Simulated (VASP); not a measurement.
Method: PBEsol GGA, VASP's PBE PAW potentials (set 64) (plane waves; VASP).

VASP ran on this input.

INCAR:
```
ALGO = Normal
CSHIFT = 0.1
EDIFF = 1E-7
ENCUT = 520
GGA = PS
ISMEAR = 0
LASPH = .TRUE.
LCHARG = .FALSE.
LMAXMIX = 6
LOPTICS = .TRUE.
LREAL = .FALSE.
LWAVE = .FALSE.
NBANDS = 135
NEDOS = 1001
NELM = 100
PREC = Accurate
SIGMA = 0.01
SYSTEM = DyScO3
```

KPOINTS:
```
Automatic mesh
0
Gamma
6 6 6
0 0 0
```

File POSCAR:
```
DyScO3
5.8147710
  0.4749297418   0.2742008722   0.8362150800
 -0.4749297370   0.2742008805   0.8362150800
 -0.0000000048  -0.5484015843   0.8362150818
Dy O Sc
2 6 2
Cart
  0.0000000000   0.0000000611   0.9098670632
  0.0000000000   0.0000001074   1.5987781785
 -0.1545903539  -0.3153645998   1.4565966673
  0.3504090092   0.0238032694   1.4565966666
 -0.1958186553   0.2915616238   1.4565966660
  0.1545903539   0.3153647682   1.0520485744
 -0.3504090092  -0.0238031009   1.0520485752
  0.1958186553  -0.2915614554   1.0520485758
 -0.0000000000   0.0000000248   0.3697184020
 -0.0000000000   0.0000001436   2.1389268398
```

POTCAR, in this order: Dy_3 O Sc_sv (PBE.64 set). Program: vasp_std.

Output of the run:

**OSZICAR**
```
       N       E                     dE             d eps       ncg     rms          rms(c)
DAV:   1     0.857692401216E+03    0.85769E+03   -0.24570E+04 10832   0.589E+02
DAV:   2    -0.158093822318E+02   -0.87350E+03   -0.77646E+03 10904   0.235E+02
DAV:   3    -0.103776134557E+03   -0.87967E+02   -0.83862E+02 11677   0.792E+01
DAV:   4    -0.105994654089E+03   -0.22185E+01   -0.22066E+01 13488   0.131E+01
DAV:   5    -0.106041321933E+03   -0.46668E-01   -0.46658E-01 14176   0.214E+00    0.514E+01
DAV:   6    -0.907971228918E+02    0.15244E+02   -0.81036E+00 17792   0.219E+01    0.390E+01
DAV:   7    -0.904169714013E+02    0.38015E+00   -0.23372E+00 13864   0.412E+00    0.227E+01
DAV:   8    -0.903140011992E+02    0.10297E+00   -0.51237E-01 16424   0.285E+00    0.229E+00
DAV:   9    -0.902844922716E+02    0.29509E-01   -0.50458E-02 16184   0.135E+00    0.118E+00
DAV:  10    -0.902869240561E+02   -0.24318E-02   -0.34815E-03 16328   0.218E-01    0.465E-01
DAV:  11    -0.902869233798E+02    0.67632E-06   -0.91859E-04 16240   0.184E-01    0.566E-02
DAV:  12    -0.902869259972E+02   -0.26174E-05   -0.10977E-04 16112   0.492E-02    0.340E-02
DAV:  13    -0.902869362153E+02   -0.10218E-04   -0.13664E-05 12704   0.115E-02    0.160E-02
DAV:  14    -0.902869353846E+02    0.83070E-06   -0.14648E-06 15944   0.785E-03    0.333E-03
DAV:  15    -0.902869356285E+02   -0.24391E-06   -0.21839E-07 13768   0.180E-03    0.962E-04
DAV:  16    -0.902869356264E+02    0.20418E-08   -0.24110E-08 10040   0.546E-04
   1 F= -.90286936E+02 E0= -.90286936E+02  d E =-.203596E-17
 imaginary and real dielectric function
```

OUTCAR:
```
------------------------ aborting loop because EDIFF is reached ----------------------------------------
  FORCE on cell =-STRESS in cart. coord.  units (eV):
  Direction    XX          YY          ZZ          XY          YZ          ZX
  --------------------------------------------------------------------------------------
  Total        0.0263109      0.0263109      0.0467203      0.0000004      0.0000000      0.0000000
  in kB        0.3281569      0.3281570      0.5827079      0.0000052      0.0000000      0.0000000
  external PRESSURE =       0.4130073 kB  Pullay stress =       0.0000000 kB
  volume of cell :      128.46
      direct lattice vectors                 reciprocal lattice vectors
     2.761607690  1.594415280  4.862399197     0.181053959  0.104531547  0.068553256
    -2.761607662  1.594415328  4.862399197    -0.181053957  0.104531550  0.068553256
    -0.000000028 -3.188829629  4.862399207    -0.000000002 -0.209063097  0.068553277
 POSITION                                       TOTAL-FORCE (eV/Angst)
 -----------------------------------------------------------------------------------
      0.00000      0.00000      5.29067         0.000000      0.000000      0.009190
     -0.00000      0.00000      9.29653         0.000000     -0.000000     -0.009190
     -0.89891     -1.83377      8.46978        -0.007238     -0.005653      0.014562
      2.03755      0.13841      8.46978         0.008515     -0.003442      0.014562
     -1.13864      1.69536      8.46978        -0.001276      0.009095      0.014562
      0.89891      1.83377      6.11742         0.007238      0.005653     -0.014562
     -2.03755     -0.13841      6.11742        -0.008515      0.003442     -0.014562
      1.13864     -1.69536      6.11742         0.001276     -0.009095     -0.014562
      0.00000      0.00000      2.14983         0.000000     -0.000000     -0.001949
     -0.00000      0.00000     12.43737         0.000000      0.000000      0.001949
 -----------------------------------------------------------------------------------
    total drift:                               -0.000000     -0.000000      0.000000
  FREE ENERGIE OF THE ION-ELECTRON SYSTEM (eV)
  ---------------------------------------------------
  free  energy   TOTEN  =       -90.2869356264 eV

  energy  without entropy=      -90.2869356264  energy(sigma->0) =      -90.28693563

 plasma frequency squared (from intraband transitions) (eV^2)
  --------------------------------------------------------------------------------------
       0.000      -0.000      -0.000
      -0.000       0.000      -0.000
      -0.000      -0.000       0.000

 plasma frequency squared (from interband transitions, int dw w eps(2)(w)) (eV^2)
  --------------------------------------------------------------------------------------
     660.945       0.000      -0.000      -0.024      -0.000       0.000
      -0.000       0.024     660.945       0.000       0.000      -0.000
      -0.000      -0.000       0.000       0.000     660.143       0.000
```
(Selected blocks of OUTCAR.)

The 4f electrons are frozen in the core of the lanthanide potential, so 4f levels, which can set the real gap, and their magnetism are missing.

The structure was generated: DyScO3 was put into the ilmenite type (R-3), which need not be its known phase. It was relaxed first.
